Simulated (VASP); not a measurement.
An input for Ansatz (written as the equivalent of a VASP run, and not itself run):

Ansatz 0.2 input:
```yaml
crystal:
  lattice:
    - [0.0000000, 2.0406339, 2.0406339]
    - [2.0406339, 0.0000000, 2.0406339]
    - [2.0406339, 2.0406339, 0.0000000]
  atoms:
    - { symbol: Ag, position: [0.0000000, 0.0000000, 0.0000000] }
kpoints:
  mp_grid: { grid: [15, 15, 15] }
hamiltonian:
  xc: r2scan
  dispersion: rvv10
  pseudopotentials: { kind: paw }
scf:
  occupations: { method: methfessel_paxton, width: 0.1 }
  max_iter: 100
output: { forces: true, stress: true, eigenvalues: true }
```

Task: Write the VASP files for the same calculation (r2SCAN+rVV10).

Result: Several could match; the one computed here: 
### INCAR
```
SYSTEM = Ag
PREC = Accurate
ENCUT = 520
EDIFF = 1E-7
NELM = 100
ALGO = Normal
LREAL = .FALSE.
LASPH = .TRUE.
ISMEAR = 1
SIGMA = 0.1
METAGGA = R2SCAN
LUSE_VDW = .TRUE.
BPARAM = 11.95
CPARAM = 0.0093
LMIXTAU = .TRUE.
LMAXMIX = 4
LWAVE = .FALSE.
LCHARG = .FALSE.
ISIF = 2
```

File KPOINTS:
```
Regular mesh
0
gamma
  15 15 15
0 0 0
```

**POSCAR**
```
Ag
2.8858920
  0.0000000000   0.7071068032   0.7071068032
  0.7071068032   0.0000000000   0.7071068032
  0.7071068032   0.7071068032   0.0000000000
Ag
1
direct
  0.0000000000   0.0000000000   0.0000000000
```

POTCAR, in this order: Ag (PBE.64 set). Program: vasp_std.

What does not carry over: each code has its own PAW files, so the cut-off isn't converted (ENCUT is set for VASP's; basis.ecutwfc is left out, and Ansatz then takes the one that its files recommend); Ansatz stops its SCF on the density residual and VASP on the energy change (EDIFF).

The compound is Ag in the fcc structure. It was relaxed first.
